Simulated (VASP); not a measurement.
Here is the system:

```xyz
2
Lattice="0.0000 3.3222 3.3222 3.3222 0.0000 3.3222 3.3222 3.3222 0.0000" Properties=species:S:1:pos:R:3 pbc="T T T"
Hg     0.0000     0.0000     0.0000
Te     1.6611     1.6611     1.6611
```

All values below come from PBEsol GGA, VASP's PBE PAW potentials (set 64) (plane waves; VASP 6.6.1). Numerical set-up: 520 eV cut-off, 10×10×10 Γ-centred mesh, first-order Methfessel-Paxton smearing of 0.10 eV, potentials Hg Te.

Give the stress tensor in GPa (positive for a compressed cell).

```
-2.13   0.00   0.00
 0.00  -2.13   0.00
 0.00   0.00  -2.13
```
The pressure is its mean diagonal, -2.13 GPa.

The compound is HgTe in the zinc blende structure. This cell is one point of a volume scan, at 1.06 of the reference volume.
